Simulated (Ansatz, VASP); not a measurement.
**Cross-check of WC (Qusongite) between VASP and Ansatz**

Wanted: the spread between two codes on one cell, functional and k mesh. The structure shown is the end of the Ansatz relaxation below.

Main program and level: Ansatz 0.2.0; plane waves, with VASP 6.6.1 beside it; single point at LDA.

### 1. The structure

It takes space group P-6m2 (No. 187, hexagonal). The conventional cell has a = 2.852 Å, b = 2.852 Å, c = 2.789 Å, α = 90.00°, β = 90.00°, γ = 120.00°. Nearest to W lie 6 C at 2.16 Å. Nearest to C lie 6 W at 2.16 Å. Farther neighbours are not listed.

### 2. Ansatz: relaxation, LDA

Ansatz runs on its PAW soft_1 files.

This run makes the geometry at which the two programs are then compared.

Contents of input.yaml:

```yaml
crystal:
  lattice:
    - [2.8547987576, 0.0, 0.0]
    - [-1.4273993788, 2.4723282468, 0.0]
    - [0.0, 0.0, 2.7844110192]
  atoms:
    - { symbol: W, position: [0.0, 0.0, 0.0] }
    - { symbol: C, position: [0.6666666667, 0.3333333333, 0.5] }
kpoints:
  mp_grid: { grid: [18, 18, 16] }
hamiltonian:
  xc: lda
  pseudopotentials: { kind: paw, azcp: { folder: soft_1 }, xc_functional: pbe }
scf:
  occupations: { method: methfessel_paxton, width: 0.2 }
  lower_state_search: "off"
output:
  forces: true
  stress: true
  eigenvalues: true
relax:
  adjacent_minimum: "off"
  f_tol: 0.001
  max_steps: 60
  cell: { stress_tol: 0.01, fix: [volume] }
```

Run with:

```console
ansatz run input.yaml --threads 18 --pin off --max-ram 92160MiB --backend cuda --events-out ev --progress --plain --runs-dir out --max-vram 78GiB
```

Numbers of over 12 decimals in the logs are rounded to 6 here.

The log of the run:

```text
Engine: ansatz 0.2.0, aarch64-unknown-linux-gnu
Pseudopotentials: kind: paw
Pseudopotential: W, paw, valence charge 14, recommended cutoff 420 eV (normal), soft_1/W.paw.azcp
Pseudopotential: C, paw, valence charge 4, recommended cutoff 420 eV (normal), soft_1/C.paw.azcp
Functional definition: SPW92
  exchange = slater_x
  correlation = pw_c
[...]
Crystal: 2 atoms, lattice volume = 19.652 Å³
Basis set: ecut = 420 eV, 405 PW (Γ)
Bands: 13, of which v1, the nominal top of the filled ones, is band 9 counted from 1 (8 counted from 0)
Symmetry: 12 space group operations
Space group: P-6m2 (ITA 187), of the structure as read, at distance tolerance 2.7e-5 Å
k-points: 333 of 5184 (time reversal used)
Non-local potential: W, projectors of the file, l = 0: 3, l = 1: 2, l = 2: 2, l = 3: 1
Non-local potential: C, projectors of the file, l = 0: 2, l = 1: 2, l = 2: 1
PAW form: soft (Blöchl's): semilocal exchange-correlation on the pseudo side does not see the compensation charge
PAW frozen core: W, regenerated for the run's functional, and the local potential with it (the file was generated under x = pbe(κ = 0.804, μ = 0.219515), c = pbe(β = 0.066725))
PAW frozen core: C, regenerated for the run's functional, and the local potential with it (the file was generated under x = pbe(κ = 0.804, μ = 0.219515), c = pbe(β = 0.066725))
PAW one-centre angular grid: W, 590 points (default); XC on 64 Gauss nodes
PAW one-centre angular grid: C, 110 points (default); XC on 64 Gauss nodes
Initial density: superposition of atomic densities (chi_scale 0.1, normalization cell, long waves kept (reshape's long-wave potential 0.00 eV rms))
Initial wavefunctions: pseudopotential atomic-orbital guess
[...]
Functional: x = slater, c = lda
SCF iter   1: F=—  HF=-10375.422323 eV  |F-HF|=—  |Δ(HF+E_count)|=         —  Δρ=1.38e-1  dr2=4.84e0  ethr=3.10e-3  ⟨swp⟩=5.0  Hψ=21893  notcnv=0
preconditioner: auto → none  [metal: Δε(μ)=0.041 eV  Ē_g=11.233 eV  σ=0.200 eV  W_gap=0.17  n_scr=8 (ndim 8)  ℏωp=26.5 eV  f_vac=0.000  D(μ)=0.20/eV (n_scr^D=0)  sad-step TF]
SCF iter   2: F=—  HF=-10374.794810 eV  |F-HF|=—  |Δ(HF+E_count)|=   6.28e-1  S|Δr|=    0.00e0  Δρ=9.63e-2  dr2=2.43e0  ethr=3.10e-3  ⟨swp⟩=2.0  Hψ=8241  notcnv=0
[...]
SCF iter   6: F=-10374.154407 eV  HF=-10374.154407 eV  |F-HF|=1.33e-8  |Δ(HF+E_count)|=   2.81e-7  S|Δr|=    0.00e0  Δρ=1.89e-5  dr2=3.14e-8  ethr=5.56e-10  ⟨swp⟩=4.2  Hψ=23015  notcnv=0
SCF 1 converged in 6 iterations: F = -10374.154407 eV  dr2 = 3.14e-8
  greatest PAW one-centre occupation: 0.999 electrons in one spin orbital (limit 2), on the W atom at site 0 (counted from 0), in its partial waves of l = 0
relax step   1: F+E_penalty+E_count = -10374.15440723 eV  Δ(F+E_penalty+E_count) = +0.000e0 eV  max|allowed force component| = 1.573e-16 eV/Å  Δτ_max = 0.0000 Å  P = +13.813 GPa  Ω = 19.652 Å³  fix = [volume]  reactions: volume +13.813 GPa  (6 SCF iters, dr2 threshold 1.00e-7 eV, accepted)
[...]
relax step   2: F+E_penalty+E_count = -10374.15391044 eV  Δ(F+E_penalty+E_count) = +4.968e-4 eV  max|allowed force component| = 1.573e-16 eV/Å  Δτ_max = 0.0000 Å  P = +13.482 GPa  Ω = 19.652 Å³  energy of the carried Pulay correction = -7.146e-6 eV  fix = [volume]  (4 SCF iters, dr2 threshold 2.00e-7 eV, rejected (line search))
[...]
relax step   3: F+E_penalty+E_count = -10374.15463701 eV  Δ(F+E_penalty+E_count) = -2.298e-4 eV  max|allowed force component| = 1.295e-16 eV/Å  Δτ_max = 0.0000 Å  P = +13.689 GPa  Ω = 19.652 Å³  energy of the carried Pulay correction = -2.586e-6 eV  fix = [volume]  reactions: volume +13.689 GPa  (6 SCF iters, accepted)
[...]
relax step   4: F+E_penalty+E_count = -10374.15463667 eV  Δ(F+E_penalty+E_count) = +3.463e-7 eV  max|allowed force component| = 1.203e-16 eV/Å  Δτ_max = 0.0000 Å  P = +13.689 GPa  Ω = 19.652 Å³  fix = [volume]  reactions: volume +13.689 GPa  stress off target by 2.58e-3 GPa on what of the cell is left free  SCF on the basis re-selected at this cell (its energy is not comparable with the rows above)  (4 SCF iters)
basis re-selected at this cell: Δ(F+E_penalty+E_count) = +3.463e-7 eV, ΔP = -0.000 GPa vs the last step (what re-selecting the basis moved, of the pressure what is left beyond the Pulay correction that the steps carried, after the strain that the cell walked since its last selection, with what the two solves' SCF thresholds leave and, on support functions, any second-order correction that the steps lacked; it is no m [...]
SCF converged after 4 iterations
Stability not checked: this state was not tested for a lower state beside it, because cold or Methfessel-Paxton smearing, or corrected tetrahedra, fill the levels in a way that the test cannot read (fill_not_monotonic; see scf.lower_state_search)
Free energy (F): -10374.154637 eV
Harris-Foulkes:  -10374.154637 eV  (|F-HF|=1.82e-12)
Internal energy: -10374.154560 eV  (E = F + TS)
E sigma→0 (E₀):  -10374.154617 eV
Entropy (-TS):   -0.000077 eV (-0.039 meV/atom)
Fermi energy:    21.428838 eV
--- Per-component energies (eV) ---
  E_band       = -44.209916
  E_kinetic    = 515.001755
  E_local      = -569.419726  (includes V_loc(G=0)·N_el)
  E_nonlocal   = 4.186139
  E_hartree    = 237.511973
  E_xc         = -315.447422
  E_vxc        = -292.946898  (∫ρ·V_xc dr)
  E_paw        = -8417.104967  (= ΣΔE_a)
  E_vpaw       = -176.055284  (= ΣTr[D̂ρ^β])
  E_aug_tail   = 0.000154  (compensation charges beyond the density's cutoff)
  E_ewald      = -1829.228547
  E_core_change = 0.346082  (= ΣΔE_core)
  E_smearing   = -0.000077  (= −TS)
  E_closure    = 0.000000  (closes the sum)
  Σ components = -10374.154637   (vs F -10374.154637, Δ=0.00e0)
--- Forces (eV/Å), atoms counted from 1 ---
  atom   1  W     -0.00000000    -0.00000000     0.00000000
  atom   2  C      0.00000000     0.00000000     0.00000000
  max |Σ_I F_I| component: 2.04e-16 eV/Å
--- Stress (GPa, compression-positive) ---
       13.687825      -0.000000      -0.000000
        0.000000      13.687825      -0.000000
       -0.000000      -0.000000      13.691695
  P = ⅓ Tr σ = 13.6891 GPa (136.891 kbar)
--- Band table (eV; the first three rows and the last of 333) ---
  k-point 0: bands = [... 5 lower, 16.7774, 17.8543, 17.8543, 21.5190, 24.8556, 24.8556, 27.3031, 27.3031]
  k-point 1: bands = [... 5 lower, 16.7455, 17.9003, 17.9003, 21.5008, 24.4717, 24.4717, 27.5425, 27.5425]
  k-point 2: bands = [... 5 lower, 16.5990, 18.0350, 18.0350, 21.5332, 23.6747, 23.6747, 27.8757, 27.8757]
  k-point 332: bands = [... 5 lower, 13.7274, 15.8462, 19.8915, 20.7359, 26.1329, 28.4581, 29.5507, 31.1208]
--- Relaxed structure (3 steps of the walk, 2 accepted, 1 SCFs on fresh bases) ---
  F+E_penalty+E_count = -10374.15463667 eV   max|allowed force component| = 1.203e-16 eV/Å   (the final SCF, on the basis selected at the relaxed cell)
  cell:  # Å, volume = 19.6524 Å³
    - [2.852275, -2.8048914640937396e-19, 0]
    - [-1.426137, 2.470142, 0]
    - [0, 0, 2.789341]
  atoms:
    - { symbol: W, position: [-3.700743415524894e-17, 0, 0.0] }
    - { symbol: C, position: [0.666667, 0.333333, 0.5] }
```

### 3. VASP: single point, LDA, pair 1

The same cell, functional (in two slightly different forms), mesh and smearing now go to VASP, with its own data sets.

Lines of VASP's logs that name or quote its potential files are left out, and so is its time.

Contents of INCAR:

```
SYSTEM = WC
PREC = Accurate
ENCUT = 600
EDIFF = 1E-06
NELM = 120
ISMEAR = 1
SIGMA = 0.2
LREAL = .FALSE.
ALGO = Normal
GGA = CA
NBANDS = 11
LASPH = .TRUE.
LORBIT = 11
LWAVE = .FALSE.
LCHARG = .FALSE.
ISIF = 2
GGA_COMPAT = .FALSE.
KPAR = 2
```

Contents of POSCAR:

```
WC
1.0
    2.8522745705      0.0000000000      0.0000000000
   -1.4261372852      2.4701422366      0.0000000000
    0.0000000000      0.0000000000      2.7893414593
W C
1 1
Direct
    0.0000000000      0.0000000000      0.0000000000
    0.6666666667      0.3333333333      0.5000000000
```

Contents of KPOINTS:

```
Automatic mesh
0
Gamma
18 18 16
0 0 0
```

The projector-augmented-wave data sets are W and C (LDA family, release 64).

Run with:

```console
mpirun -np 2 vasp_std
```

The log of the run:

```text
[banner, memory and clock lines left out]
running    2 mpi-ranks, on    1 nodes
 distrk:  each k-point on    1 cores,    2 groups
 distr:  one band on    1 cores,    1 groups

 POSCAR found type information on POSCAR W C
 POSCAR found :  2 types and       2 ions
 LDA part: xc-table for (Slater(with rela. corr.)+CA(PZ))
 , standard interpolation
 POSCAR, INCAR and KPOINTS ok, starting setup
 FFT: planning ... GRIDC
 FFT: planning ... GRID_SOFT
 FFT: planning ... GRID
 WAVECAR not read
 entering main loop
       N       E                     dE             d eps       ncg     rms          rms(c)
DAV:   1     0.242623863868E+02    0.24262E+02   -0.55426E+03  7326   0.932E+02
DAV:   2    -0.260586219882E+02   -0.50321E+02   -0.48001E+02  8594   0.204E+02
DAV:   3    -0.279408971104E+02   -0.18823E+01   -0.18649E+01  9012   0.338E+01
DAV:   4    -0.279502559592E+02   -0.93588E-02   -0.93571E-02  7977   0.282E+00
DAV:   5    -0.279502863963E+02   -0.30437E-04   -0.30436E-04  8787   0.163E-01    0.371E+01
DAV:   6    -0.249167161466E+02    0.30336E+01   -0.13453E+01  8385   0.223E+01    0.121E+01
DAV:   7    -0.248327651568E+02    0.83951E-01   -0.64770E-01  7505   0.665E+00    0.881E+00
DAV:   8    -0.247876637120E+02    0.45101E-01   -0.91730E-02  8041   0.226E+00    0.247E+00
DAV:   9    -0.247811998509E+02    0.64639E-02   -0.15375E-02  7953   0.789E-01    0.111E-01
DAV:  10    -0.247811420902E+02    0.57761E-04   -0.70155E-04  8310   0.234E-01    0.163E-01
DAV:  11    -0.247811305979E+02    0.11492E-04   -0.59835E-05  8521   0.550E-02    0.696E-03
DAV:  12    -0.247811297279E+02    0.87003E-06   -0.29473E-06  5404   0.122E-02
   1 F= -.24781130E+02 E0= -.24781072E+02  d E =-.172957E-03
```

OUTCAR, selected parts (step 3):

```text
ion  position               nearest neighbor table
   1  0.000  0.000  0.000-   2 2.16   2 2.16   2 2.16   2 2.16   2 2.16   2 2.16
   2  0.667  0.333  0.500-   1 2.16   1 2.16   1 2.16   1 2.16   1 2.16   1 2.16

  LATTYP: Found a hexagonal cell.
 ALAT       =     2.8522745705
 C/A-ratio  =     0.9779358159

 Subroutine GETGRP returns: Found 12 space group operations
 (whereof 12 operations were pure point group operations)

The static configuration has the point symmetry D_3h.

 Found    333 irreducible k-points:

   k-points           NKPTS =    333   k-points in BZ     NKDIM =    333   number of bands    NBANDS=     11

   dimension x,y,z NGX =    24 NGY =   24 NGZ =   24
   dimension x,y,z NGXF=    48 NGYF=   48 NGZF=   48

   ENCUT  =  600.0 eV  44.10 Ry    6.64 a.u.   5.70  5.70  5.57*2*pi/ulx,y,z

   NELECT =      10.0000    total number of electrons

 k-points in reciprocal lattice and weights: Automatic mesh
   0.00000000  0.00000000  0.00000000       0.000
   0.05555556 -0.00000000  0.00000000       0.001
   0.11111111 -0.00000000  0.00000000       0.001
   0.16666667 -0.00000000  0.00000000       0.001
   0.22222222  0.00000000  0.00000000       0.001
   0.27777778 -0.00000000  0.00000000       0.001
   0.33333333 -0.00000000  0.00000000       0.001
   0.38888889 -0.00000000  0.00000000       0.001
   0.44444444  0.00000000  0.00000000       0.001
[...]
0.33333333  0.27777778  0.50000000       0.002
   0.33333333  0.33333333  0.50000000       0.000

 average (electrostatic) potential at core
       1 -36.7256       2 -49.5212

 E-fermi :   8.9843

 k-point     1 :       0.0000    0.0000    0.0000
  band No.  band energies     occupation
      1      -5.7192      2.00000
      2       4.3256      2.00000
      3       5.4158      2.00000
      4       5.4158      2.00000
      5       9.1270      0.07121
      6      12.3875     -0.00000
      7      12.3875     -0.00000
      8      14.9117      0.00000
      9      14.9117      0.00000
    ...

 k-point     2 :       0.0556   -0.0000    0.0000
  band No.  band energies     occupation
      1      -5.6352      2.00000
      2       4.3603      2.00000
      3       5.2951      2.00000
      4       5.4993      2.00000
      5       8.8428      1.92501
      6      12.3549     -0.00000
      7      12.6972     -0.00000
      8      14.7419      0.00000
      9      14.8511      0.00000
     10      16.2827      0.00000
    ...

 k-point     3 :       0.1111   -0.0000    0.0000
  band No.  band energies     occupation
      1      -5.3895      2.00000
      2       4.3531      2.00000
      3       5.0849      2.00000
      4       5.7435      2.00000
      5       8.2104      2.00000
      6      12.2621     -0.00000
      7      13.3952      0.00000
      8      14.2872      0.00000
      9      14.6864      0.00000
     10      16.9766      0.00000
    ...

  Total        1.7885014      1.7885014      1.8657578      0.0000000     -0.0000000     -0.0000000
  in kB      145.8091925    145.8091925    152.1075848      0.0000000     -0.0000000     -0.0000000
  external PRESSURE =     147.9086566 kB  Pullay stress =       0.0000000 kB

  energy-cutoff  :      600.00
  volume of cell :       19.65
      direct lattice vectors                 reciprocal lattice vectors
     2.852274571  0.000000000  0.000000000     0.350597383  0.202417493  0.000000000
    -1.426137285  2.470142237  0.000000000     0.000000000  0.404834987  0.000000000
     0.000000000  0.000000000  2.789341459     0.000000000  0.000000000  0.358507560

 POSITION                                       TOTAL-FORCE (eV/Angst)
 -----------------------------------------------------------------------------------
      0.00000      0.00000      0.00000         0.000000     -0.000000      0.000000
      1.42614      0.82338      1.39467        -0.000000      0.000000      0.000000
 -----------------------------------------------------------------------------------
    total drift:                               -0.000000      0.000000      0.000000

  FREE ENERGIE OF THE ION-ELECTRON SYSTEM (eV)
  ---------------------------------------------------
  free  energy   TOTEN  =       -24.7811297279 eV

  energy  without entropy=      -24.7809567709  energy(sigma->0) =      -24.78107208

 total charge
# of ion       s       p       d       tot
------------------------------------------
    1        0.659   0.953   4.518   6.130
    2        0.851   1.619   0.000   2.471
--------------------------------------------------
tot          1.511   2.572   4.518   8.601

[... 3 further parts left out ...]
```

The data set W keeps the semicore shell frozen, which is cheaper and a little less accurate.

### 4. Comparison

Known differences besides the potentials themselves: the two LDA forms differ slightly; the data sets hold 18 valence electrons in Ansatz (on its PAW soft_1 files) and 10 in VASP; the cutoff is 420 eV in Ansatz and 600 eV in VASP; VASP's log shows a relativistic correction to its local exchange, Ansatz's none; Ansatz's pressure holds a Pulay correction, VASP's none. Total energies have different zeros and are not compared.

Both answers:

| quantity | Ansatz | VASP | difference |
| --- | --- | --- | --- |
| pressure (GPa) | 13.69 | 14.79 | -1.10 |

### 5. Further runs

Further runs change the set-up of one program: Ansatz's method, potentials or start, or VASP's data sets, cutoff or form of LDA. The table gives that difference for each run.

| run | pressure (GPa) |
| --- | --- |
| as above | -1.1 |
| VASP with the data sets W_sv and C | -2.7 |

### 6. Ansatz: relaxation, LDA

This run makes the geometry at which the two programs are then compared. The cell compared in this pair holds 19.96 Å³, against 19.65 Å³ for the pair before.

The structure compared here is the end of the Ansatz relaxation.

input.yaml: that of step 2 with these lines changed.

```diff
@@ -2,5 +2,5 @@
   lattice:
-    - [2.8547987576, 0.0, 0.0]
-    - [-1.4273993788, 2.4723282468, 0.0]
-    - [0.0, 0.0, 2.7844110192]
+    - [2.8694390072, 0.0, 0.0]
+    - [-1.4347195036, 2.4850070749, 0.0]
+    - [0.0, 0.0, 2.7986902998]
   atoms:
```

Run with:

```console
ansatz run input.yaml --threads 18 --pin off --max-ram 92160MiB --backend cuda --events-out ev --progress --plain --runs-dir out --max-vram 78GiB
```

The log of the run:

```text
[...]
Crystal: 2 atoms, lattice volume = 19.956 Å³
Basis set: ecut = 420 eV, 405 PW (Γ)
Bands: 13, of which v1, the nominal top of the filled ones, is band 9 counted from 1 (8 counted from 0)
Symmetry: 12 space group operations
[...]
k-points: 333 of 5184 (time reversal used)
[...]
k-point 332: bands = [... 5 lower, 13.4882, 15.5267, 19.5073, 20.3727, 25.6607, 27.9014, 29.0100, 30.5724]
--- Relaxed structure (3 steps of the walk, 2 accepted, 1 SCFs on fresh bases) ---
[...]
cell:  # Å, volume = 19.9563 Å³
    - [2.868167, 0, 0]
    - [-1.434084, 2.483906, 0]
    - [0, 0, 2.801173]
  atoms:
    - { symbol: W, position: [-3.700743415524895e-17, 0, 0] }
    - { symbol: C, position: [0.666667, 0.333333, 0.5] }
[key lines of the parts left out:]
SCF converged after 4 iterations
Free energy (F): -10374.173762 eV
Fermi energy:    21.049320 eV
P = ⅓ Tr σ = 6.5764 GPa (65.764 kbar)
```

### 7. VASP: single point, LDA, pair 2

The same cell, functional (in two slightly different forms), mesh and smearing now go to VASP, with its own data sets.

INCAR is that of step 3.

Contents of POSCAR:

```
WC
1.0
    2.8681672725      0.0000000000      0.0000000000
   -1.4340836363      2.4839057203      0.0000000000
    0.0000000000      0.0000000000      2.8011727078
W C
1 1
Direct
    0.0000000000      0.0000000000      0.0000000000
    0.6666666667      0.3333333333      0.5000000000
```

KPOINTS is that of step 3.

Run with:

```console
mpirun -np 2 vasp_std
```

The log of the run:

```text
[... set-up lines as in an earlier step ...]
 entering main loop
       N       E                     dE             d eps       ncg     rms          rms(c)
DAV:   1     0.233028813076E+02    0.23303E+02   -0.55262E+03  7334   0.927E+02
DAV:   2    -0.260869575378E+02   -0.49390E+02   -0.47095E+02  8591   0.202E+02
DAV:   3    -0.279620974899E+02   -0.18751E+01   -0.18582E+01  8971   0.335E+01
DAV:   4    -0.279716145784E+02   -0.95171E-02   -0.95155E-02  7975   0.283E+00
[...]
DAV:  10    -0.248023980078E+02    0.75797E-04   -0.72391E-04  8325   0.238E-01    0.160E-01
DAV:  11    -0.248023857587E+02    0.12249E-04   -0.63347E-05  8496   0.560E-02    0.695E-03
DAV:  12    -0.248023849086E+02    0.85010E-06   -0.32814E-06  5830   0.127E-02
   1 F= -.24802385E+02 E0= -.24802305E+02  d E =-.239590E-03
```

(Continued in part 2 of 2.)

[Lines on the potential files, build, host, timing and source positions are cut from VASP's logs without a mark.]

[Logs are printed without paths, hosts, clocks, repeated set-up lines and the standing remarks that a program may print on its own settings, such as how far it seeks lower states.]

[Hosts, paths, dates, database ids (printed as entryN), source tags and the programs' standing remarks are cut or masked in the printed files.]
